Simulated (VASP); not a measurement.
CeO2 (space group Fm-3m): the measured cell of entry 4343161 of the Crystallography Open Database is

CeO2 has the cubic space group Fm-3m (No. 225), the fluorite structure, Pearson symbol cF12. Cell: a = 5.410 Å, b = 5.410 Å, c = 5.410 Å, α = 90.00°, β = 90.00°, γ = 90.00°. Ce on 4a is surrounded by 8 O at 2.342 Å (cubic). O on 8c has 4 Ce at 2.342 Å (tetrahedral). (Neighbours: up to the widest gap in distance over summed covalent radii, below 1.35, at either atom; cation-cation and far metal-metal contacts left out.)
(The calculation used a cell of 3 atoms; values per cell refer to that cell.)

Level of theory: SCAN meta-GGA, VASP's PBE PAW potentials (set 64) (plane waves; VASP). Settings: 520 eV cut-off, 8×8×8 Γ-centred mesh, tetrahedra with Blöchl corrections, potentials Ce O.

The calculation is for a static lattice at zero pressure; the measurement, at 295 K, holds thermal and zero-point expansion. The entry's conditions were not checked, so it may have been measured under pressure.

Q: How far does the relaxed conventional cell lie from the measured one?

A: 
```tsv
	measured	computed	difference
a (Å)	5.410	5.421	+0.2 %
V (Å³/atom)	13.19	13.27	+0.6 %
```

The structure comes from a measured CeO2 entry (Fm-3m) of the Crystallography Open Database, whose conditions weren't checked. It was relaxed first. Symmetry was kept, so distortions that lower it aren't found.
